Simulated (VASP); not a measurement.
HfIF3:

```xyz
5
Lattice="4.3407 0.0000 0.0000 0.0000 4.3407 0.0000 0.0000 0.0000 4.3407" Properties=species:S:1:pos:R:3 pbc="T T T"
Hf    2.1704    2.1704    2.1704
I     0.0000    0.0000    0.0000
F     2.1704    2.1704    0.0000
F     2.1704    0.0000    2.1704
F     0.0000    2.1704    2.1704
```

The cell was built by a generator and needn't be a form met in nature.

The cell isn't the ideal one: species swapped into the BaTiO3 type (Pm-3m, No. 221).

* Program: VASP 6.6.1
* Task: relaxation of cell and atoms
* Functional: PBE
* Potentials or basis: VASP PAW PBE potentials, release 64 (Hf_pv, I, F)
* Cutoff: 600 eV
* k mesh: 8 × 8 × 8
* Occupations: gaussian, width 0.01 eV
* Spin: no spin polarisation

At the start: pressure -2.1 GPa; volume 16.36 Å³/atom.

Q: Where does the relaxation end?

A: Over 3 steps the energy falls by 2.3 meV/atom and the volume is 16.02 Å³/atom (-2.0 %); space group Pm-3m (No. 221, to 0.05 Å).

The path:
```tsv
step	energy change (eV)	largest force (eV/Å)	pressure (GPa)	volume (Å³)
1	0.0000	0.0000	-2.13	81.79
2	-0.0080	0.0000	1.25	79.24
3	-0.0115	0.0000	-0.03	80.12
```

Final structure:
```
CELL_PARAMETERS angstrom
4.31094 0.00000 0.00000
0.00000 4.31094 0.00000
0.00000 0.00000 4.31094
ATOMIC_POSITIONS crystal
Hf 0.50000 0.50000 0.50000
I 0.00000 0.00000 0.00000
F 0.50000 0.50000 0.00000
F 0.50000 0.00000 0.50000
F 0.00000 0.50000 0.50000
```
